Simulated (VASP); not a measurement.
## Cs3SBr: single point with PBE

Cs3SBr:

```
Br S Cs
1.0
     7.00040    0.00000    0.00000
     0.00000    7.00040    0.00000
     0.00000    0.00000    7.00040
Br S Cs
1 1 3
Direct
  0.00000 0.00000 0.00000
  0.50000 0.50000 0.50000
  0.50000 0.50000 0.00000
  0.50000 0.00000 0.50000
  0.00000 0.50000 0.50000
```

The cell comes from a database or a generator and needn't be the stable form of this composition.

- Program: VASP 6.6.1
- Task: single point
- Functional: PBE
- Potentials or basis: VASP PAW PBE potentials, release 64 (Br, S, Cs_sv)
- Cutoff: 520 eV
- k mesh: 4 × 4 × 4
- Occupations: gaussian, width 0.05 eV
- Spin: no spin polarisation
- Dipole correction: no
- Further INCAR settings: ALGO = Normal; EDIFF = 1e-06; NBANDS = 28

- Pressure: -0.9 GPa
- Band gap on the k mesh: 1.11 eV, direct

Levels at points of the mesh, in eV from the valence-band top:
```
           k point  band 17  band 18  band 19  band 20  band 21  band 22  band 23  band 24
(0.00, 0.00, 0.00)    -1.87     0.00     0.00     0.00     1.11     2.63     2.63     3.14
(0.50, 0.00, 0.00)    -1.88    -0.67    -0.07    -0.07     2.20     2.30     3.39     3.40
(0.50, 0.50, 0.00)    -1.89    -0.72    -0.72    -0.13     3.00     3.11     3.11     3.27
(0.50, 0.50, 0.50)    -1.90    -0.80    -0.80    -0.80     2.77     3.18     3.18     3.18
```

Run time: 77 s on 1 thread of AMD EPYC 9R45 (Zen 5), on a shared host, peak memory 0.41 GiB.

Caveat: spin-orbit coupling is left out, which moves the levels of the heavy elements. A k mesh can miss the band edges.
